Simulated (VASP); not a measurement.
Input:

```
CELL_PARAMETERS angstrom
      0.00000     2.91000     2.91000
      2.91000     0.00000     2.91000
      2.91000     2.91000     0.00000
ATOMIC_POSITIONS crystal
  Cd 0.00000 0.00000 0.00000
  S  0.25000 0.25000 0.25000
```

Method: LDA (Ceperley-Alder, Perdew-Zunger), VASP's LDA PAW potentials (set 64) (plane waves; VASP). Numerical set-up: 300 eV cut-off, 5×5×5 Γ-centred mesh, Fermi-Dirac smearing of 0.050 eV, potentials Cd S.

At this cut-off the stress carries a Pulay error, which pulls relaxed volumes low.

Task: Estimate the energy per atom (σ→0), pressure, band gap (on the k-mesh) with the smallest direct gap where there is one.

Result: 
| Quantity | Result |
|---|---|
| band gap (on the k-mesh) | 0.89 eV |
| smallest direct gap (on the k-mesh) | 0.89 eV |
| energy per atom (σ→0) | -3.693 eV/atom |
| pressure | -16.9 kbar |

The structure is a typed CdS crystal. The cell was not relaxed at this level.
